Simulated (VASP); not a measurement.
An input for Ansatz (written as the equivalent of a VASP run, and not itself run):

Ansatz 0.2 input:
```yaml
crystal:
  lattice:
    - [0.0000000, 1.7668529, 1.7668529]
    - [1.7668529, 0.0000000, 1.7668529]
    - [1.7668529, 1.7668529, 0.0000000]
  atoms:
    - { symbol: B, position: [0.0000000, 0.0000000, 0.0000000] }
    - { symbol: N, position: [0.2500000, 0.2500000, 0.2500000] }
kpoints:
  mp_grid: { grid: [12, 12, 12] }
hamiltonian:
  xc: pbe
  dispersion: d3bj
  pseudopotentials: { kind: paw }
scf:
  occupations: { method: gaussian, width: 0.05 }
  max_iter: 100
output: { forces: true, stress: true, eigenvalues: true }
```

Write the VASP files for the same calculation (PBE-D3(BJ)).

One answer among several that fit: 
### INCAR
```
! general
SYSTEM = BN
PREC   = Accurate
ENCUT  = 520
LREAL  = .False.
LASPH  = .True.

! electronic loop
EDIFF  = 1E-7
NELM   = 100
ALGO   = Normal

! smearing
ISMEAR = 0
SIGMA  = 0.05

! functional
GGA    = PE
IVDW   = 12

! ions
ISIF   = 2

! output
LWAVE  = .False.
LCHARG = .False.
```

### KPOINTS
```
Automatic mesh
0
G
  12 12 12
```

POSCAR:
```
BN
3.5337060
  0.0000000000   0.4999999592   0.4999999592
  0.4999999592   0.0000000000   0.4999999592
  0.4999999592   0.4999999592   0.0000000000
B N
1 1
Cartesian
  0.0000000000   0.0000000000   0.0000000000
  0.2499999796   0.2499999796   0.2499999796
```

POTCAR, in this order: B N (PBE.64 set). Program: vasp_std.

Limits of the translation: each code has its own PAW files, so the cut-off isn't converted (ENCUT is set for VASP's; basis.ecutwfc is left out, and Ansatz then takes the one that its files recommend); Ansatz stops its SCF on the density residual and VASP on the energy change (EDIFF).

The compound is BN in the zinc blende structure. This cell is one point of a volume scan, at 0.94 of the reference volume.
